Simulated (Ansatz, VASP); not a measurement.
MgCdS4: VASP beside Ansatz

```xyz
6
Lattice="5.8610 0.0000 0.0000 -2.9305 5.0758 0.0000 0.0000 0.0000 4.0938" Properties=species:S:1:pos:R:3 pbc="T T T"
Mg    0.0000    0.0000    0.0000
Cd    2.9305    1.6919    0.0000
S     0.0000    3.3838    0.0000
S     1.4879    4.2429    2.0469
S    -1.4879    4.2429    2.0469
S     0.0000    1.6658    2.0469
```

Change from the starting cell: species swapped into the HoBeCu4 type (P-6m2, No. 187).

Alike in both runs: functional PBE; k mesh 3 × 3 × 4; occupations gaussian, width 0.1 eV; no spin polarisation.

Ansatz relaxed the structure, and its values are those at the end. VASP's run is a single point on that final structure, the one shown.

|  | VASP | Ansatz |
| --- | --- | --- |
| version | VASP 6.6.1 | Ansatz 0.2.0 |
| potentials or method | VASP PAW PBE potentials, release 64 (Mg, Cd, S) | scalar-relativistic, plane waves, PAW |
| plane-wave cutoff (eV) | 520 | 420 |
| valence electrons in the cell | 38 | 54 |

```tsv
	VASP	Ansatz	Ansatz less VASP
gap on the k mesh at the Fermi level (eV)	none	none	-
pressure (GPa)	0.1	0.2	+0.09
rms of the force components (eV/Å)	0.013	0.010	-0.0031
```

A gap of «none» marks a metal or a gap that the smearing closes. With one functional, cell and mesh, what is left measures potentials, basis and numerics. The two sets of potentials don't hold the same shells in valence.

Caveats: the k mesh is coarse (spacing up to 0.41 Å⁻¹), so the values aren't converged.
